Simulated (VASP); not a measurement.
Data:

```xyz
2
Lattice="0.0000 2.1200 2.1200 2.1200 0.0000 2.1200 2.1200 2.1200 0.0000" Properties=species:S:1:pos:R:3 pbc="T T T"
Ti     0.0000     0.0000     0.0000
N      2.1200     2.1200     2.1200
```

These are PBE GGA with D3 dispersion (Becke-Johnson damping), VASP's PBE PAW potentials (set 64) (plane waves; VASP 6.6.1) values and carry that method's errors. Run with 520 eV cut-off, 13×13×13 Γ-centred mesh, first-order Methfessel-Paxton smearing of 0.10 eV, potentials Ti_sv N.

Energy and stress use the plane-wave basis of the starting cell.

Question: The ions, cell shape and volume are relaxed. Give the cell that the relaxation ends in.

Answer: 
```xyz
2
Lattice="0.0000 2.1040 2.1040 2.1040 0.0000 2.1040 2.1040 2.1040 0.0000" Properties=species:S:1:pos:R:3 pbc="T T T"
Ti     0.0000     0.0000     0.0000
N      2.1040     2.1040     2.1040
```
Space group Fm-3m (225), at a tolerance of 0.03 Å.

Question: How do energy and volume change from the first to the last step?

Answer: The energy (σ→0) changes by -4.4 meV/atom and the volume by -2.2 %, in 3 ionic steps.

The compound is TiN in the rock salt structure. This run relaxes it. Symmetry was kept, so distortions that lower it aren't found. The electron count is odd and the run is not spin-polarised, which forces a metal.
